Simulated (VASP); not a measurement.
All values below come from AM05 GGA, VASP's PBE PAW potentials (set 64) (plane waves; VASP 6.6.1). For the first row: Numerical set-up: 520 eV cut-off, 9×9×9 Γ-centred mesh, first-order Methfessel-Paxton smearing of 0.10 eV, potentials Si Ni.

```
system        energy (eV/atom)
------------  ----------------
Ni3Si (L1_2)           -6.3847
Si (diamond)           -5.5980
Ni (fcc)               -5.8957
```

The references are the elements' solids at the same level; no temperature or zero-point terms are added.

Question: What is the formation energy per atom of Ni₃Si?

Answer: The references average (1×(-5.5980) + 3×(-5.8957))/4 = -5.8213 eV, so the formation energy is -6.3847 − (-5.8213) = -0.563 eV/atom.
